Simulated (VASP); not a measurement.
These are PBEsol GGA, VASP's PBE PAW potentials (set 64) (plane waves; VASP 6.6.1) values and carry that method's errors.

VASP input:

### INCAR
```
SYSTEM = Nb
PREC = Accurate
ENCUT = 400
EDIFF = 1E-6
NELM = 100
ALGO = Normal
LREAL = .FALSE.
LASPH = .TRUE.
ISMEAR = 1
SIGMA = 0.1
GGA = PS
LMAXMIX = 4
LWAVE = .FALSE.
LCHARG = .FALSE.
IBRION = 2
ISIF = 3
NSW = 60
EDIFFG = -0.01
```

**POSCAR**
```
Nb
1
   -1.6500000000     1.6500000000     1.6500000000
    1.6500000000    -1.6500000000     1.6500000000
    1.6500000000     1.6500000000    -1.6500000000
Nb
1
Direct
  0.0000000000   0.0000000000   0.0000000000
```

File KPOINTS:
```
Automatic mesh
0
Gamma
14 14 14
0 0 0
```

POTCAR, in this order: Nb_sv (PBE.64 set). Program: vasp_std.

The run wrote:

### OUTCAR
```
 ion  position               nearest neighbor table
   1  0.000  0.000  0.000-
  LATTYP: Found a body centered cubic cell.
 ALAT       =     3.3000000000
 Subroutine PRICEL returns:
 Original cell was already a primitive cell.
 Subroutine GETGRP returns: Found 48 space group operations
The static configuration has the point symmetry O_h .
The dynamic configuration has the point symmetry O_h .
 Subroutine INISYM returns: Found 48 space group operations
 Subroutine IBZKPT returns following result:
 Found    104 irreducible k-points:

 Following reciprocal coordinates:
            Coordinates               Weight
  0.000000  0.000000  0.000000      1.000000
  0.071429  0.000000  0.000000     12.000000
  0.142857  0.000000  0.000000     12.000000
  0.214286  0.000000  0.000000     12.000000
  0.285714  0.000000  0.000000     12.000000
  0.357143  0.000000  0.000000     12.000000
  0.428571  0.000000  0.000000     12.000000
  0.500000  0.000000  0.000000      6.000000
  0.071429  0.071429  0.000000     24.000000
  0.142857  0.071429  0.000000     48.000000
...
```

### OSZICAR
```
       N       E                     dE             d eps       ncg     rms          rms(c)
DAV:   1     0.925819501191E+02    0.92582E+02   -0.66062E+03  2104   0.107E+03
DAV:   2    -0.749524507622E+01   -0.10008E+03   -0.97835E+02  2290   0.380E+02
DAV:   3    -0.112728272797E+02   -0.37776E+01   -0.36172E+01  3060   0.618E+01
DAV:   4    -0.114368961676E+02   -0.16407E+00   -0.16346E+00  2826   0.118E+01
DAV:   5    -0.114429377537E+02   -0.60416E-02   -0.60336E-02  3102   0.170E+00    0.768E+00
DAV:   6    -0.109913149965E+02    0.45162E+00   -0.85201E-01  3202   0.116E+01    0.267E+00
DAV:   7    -0.109339626740E+02    0.57352E-01   -0.24926E-01  3236   0.604E+00    0.920E-01
DAV:   8    -0.109368480593E+02   -0.28854E-02   -0.11126E-02  2362   0.156E+00    0.613E-02
DAV:   9    -0.109368657835E+02   -0.17724E-04   -0.76079E-04  3468   0.304E-01    0.254E-02
DAV:  10    -0.109368741531E+02   -0.83696E-05   -0.15173E-05  2424   0.558E-02    0.104E-02
DAV:  11    -0.109368687988E+02    0.53544E-05   -0.31462E-06  2434   0.293E-02    0.272E-03
DAV:  12    -0.109368688916E+02   -0.92876E-07   -0.97522E-08  1226   0.461E-03
   1 F= -.10936869E+02 E0= -.10936849E+02  d E =-.109369E+02
       N       E                     dE             d eps       ncg     rms          rms(c)
DAV:   1    -0.119730624141E+02   -0.10362E+01   -0.32540E+01  2508   0.880E+01    0.919E+00
DAV:   2    -0.109918601007E+02    0.98120E+00   -0.21681E+00  2988   0.211E+01    0.240E+00
DAV:   3    -0.108736556463E+02    0.11820E+00   -0.77165E-01  3090   0.101E+01    0.166E+00
DAV:   4    -0.108985090294E+02   -0.24853E-01   -0.30509E-02  3252   0.160E+00    0.761E-01
DAV:   5    -0.109154278518E+02   -0.16919E-01   -0.54740E-02  3640   0.178E+00    0.259E-01
DAV:   6    -0.109147448549E+02    0.68300E-03   -0.16887E-03  3252   0.443E-01    0.123E-02
DAV:   7    -0.109147591275E+02   -0.14273E-04   -0.10939E-04  3288   0.832E-02    0.965E-03
DAV:   8    -0.109147562597E+02    0.28677E-05   -0.57376E-06  2234   0.287E-02    0.164E-03
DAV:   9    -0.109147563648E+02   -0.10507E-06   -0.16156E-07  1176   0.452E-03
   2 F= -.10914756E+02 E0= -.10914846E+02  d E =0.221125E-01
       N       E                     dE             d eps       ncg     rms          rms(c)
DAV:   1    -0.113945581177E+02   -0.47980E+00   -0.13759E+01  2486   0.575E+01    0.545E+00
DAV:   2    -0.109690432874E+02    0.42551E+00   -0.11266E+00  3038   0.148E+01    0.153E+00
DAV:   3    -0.109262777204E+02    0.42766E-01   -0.34281E-01  3132   0.633E+00    0.863E-01
DAV:   4    -0.109351321327E+02   -0.88544E-02   -0.78921E-03  2530   0.953E-01    0.539E-01
DAV:   5    -0.109457231960E+02   -0.10591E-01   -0.25732E-02  3368   0.106E+00    0.212E-01
DAV:   6    -0.109457960789E+02   -0.72883E-04   -0.37207E-04  2324   0.244E-01    0.108E-01
DAV:   7    -0.109458418173E+02   -0.45738E-04   -0.14107E-04  2434   0.182E-01    0.723E-03
DAV:   8    -0.109458440418E+02   -0.22246E-05   -0.25690E-06  2160   0.192E-02    0.371E-03
DAV:   9    -0.109458451757E+02   -0.11339E-05   -0.46326E-07  1242   0.111E-02    0.194E-03
DAV:  10    -0.109458450940E+02    0.81760E-07   -0.97629E-08  1110   0.447E-03
   3 F= -.10945845E+02 E0= -.10945941E+02  d E =-.897620E-02
       N       E                     dE             d eps       ncg     rms          rms(c)
DAV:   1    -0.109458999714E+02   -0.54796E-04   -0.16158E-03  2506   0.621E-01    0.606E-02
DAV:   2    -0.109458489600E+02    0.51011E-04   -0.12226E-04  3026   0.155E-01    0.165E-02
DAV:   3    -0.109458439236E+02    0.50364E-05   -0.38930E-05  3150   0.690E-02    0.994E-03
DAV:   4    -0.109458458347E+02   -0.19111E-05   -0.98954E-07  1622   0.108E-02    0.508E-03
DAV:   5    -0.109458474015E+02   -0.15668E-05   -0.35311E-06  2578   0.131E-02    0.274E-03
DAV:   6    -0.109458476622E+02   -0.26074E-06   -0.12801E-07  1070   0.522E-03
   4 F= -.10945848E+02 E0= -.10945945E+02  d E =-.897877E-02
```

**OUTCAR**
```
------------------------ aborting loop because EDIFF is reached ----------------------------------------
  FORCE on cell =-STRESS in cart. coord.  units (eV):
  Direction    XX          YY          ZZ          XY          YZ          ZX
  --------------------------------------------------------------------------------------
  Total        0.0019719      0.0019719      0.0019719      0.0000000     -0.0000000      0.0000000
  in kB        0.1812914      0.1812914      0.1812914      0.0000000     -0.0000000      0.0000000
  external PRESSURE =       0.1812914 kB  Pullay stress =       0.0000000 kB
  volume of cell :       17.43
      direct lattice vectors                 reciprocal lattice vectors
    -1.633244631  1.633244631  1.633244631     0.000000000  0.306139075  0.306139075
     1.633244631 -1.633244631  1.633244631     0.306139075  0.000000000  0.306139075
     1.633244631  1.633244631 -1.633244631     0.306139075  0.306139075  0.000000000
 POSITION                                       TOTAL-FORCE (eV/Angst)
 -----------------------------------------------------------------------------------
      1.63324      1.63324     -1.63324        -0.000000      0.000000     -0.000000
 -----------------------------------------------------------------------------------
    total drift:                                0.000000      0.000000     -0.000000
  FREE ENERGIE OF THE ION-ELECTRON SYSTEM (eV)
  ---------------------------------------------------
  free  energy   TOTEN  =       -10.9458476622 eV

  energy  without entropy=      -10.9461396812  energy(sigma->0) =      -10.94594500

 reached required accuracy - stopping structural energy minimisation
```
(Selected blocks of OUTCAR.)

CONTCAR:
```
Nb
   1.00000000000000
    -1.6332446314137181    1.6332446314137181    1.6332446314137181
     1.6332446314137181   -1.6332446314137181    1.6332446314137181
     1.6332446314137181    1.6332446314137181   -1.6332446314137181
  Nb
     1
Direct
     0.0000000000000000    0.0000000000000000    1.0000000000000000
```

Energy and stress use the plane-wave basis of the starting cell.

The compound is Nb in the bcc structure. This run relaxes it. Symmetry was kept, so distortions that lower it aren't found.
